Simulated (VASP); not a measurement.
Given:

```xyz
3
Lattice="1.7808 -3.0844 0.0000 1.7808 3.0844 0.0000 0.0000 0.0000 4.6029" Properties=species:S:1:pos:R:3 pbc="T T T"
Pt     3.5615     0.0000     0.0000
S      1.7808     1.0281     1.1852
S      1.7808    -1.0281     3.4177
```

Level of theory: PBE GGA with D3 dispersion (zero damping), VASP's PBE PAW potentials (set 64) (plane waves; VASP). Numerical set-up: 520 eV cut-off, 7×7×5 Γ-centred mesh, Gaussian smearing of 0.050 eV, potentials Pt S.

Question: The ions and cell shape at fixed volume are relaxed. Which structure does the run end with?

Answer: 
```xyz
3
Lattice="1.7993 -3.1164 0.0000 1.7993 3.1164 0.0000 0.0000 0.0000 4.5086" Properties=species:S:1:pos:R:3 pbc="T T T"
Pt     0.0000     0.0000     0.0000
S      1.7993     1.0388     1.1921
S      1.7993    -1.0388     3.3165
```
Space group P-3m1 (164), at a tolerance of 0.03 Å.

Question: How much energy does the relaxation gain?

Answer: The energy (σ→0) changes by -6.6 meV/atom, in 6 ionic steps.

| step | E(σ→0) (eV) | max force (eV/Å) | pressure (GPa) | volume (Å³) |
|---|---|---|---|---|
| 1 | -16.3652 | 0.384 | 4.83 | 50.56 |
| 2 | -16.3800 | 0.151 | 2.85 | 50.56 |
| 3 | -16.3841 | 0.088 | 0.91 | 50.56 |
| 4 | -16.3843 | 0.051 | 1.20 | 50.56 |
| 5 | -16.3849 | 0.018 | 1.13 | 50.56 |
| 6 | -16.3850 | 0.002 | 1.08 | 50.56 |

The compound is PtS2 in the 1T layered structure. This cell is one point of a volume scan, at 0.97 of the reference volume. Symmetry was kept, so distortions that lower it aren't found.
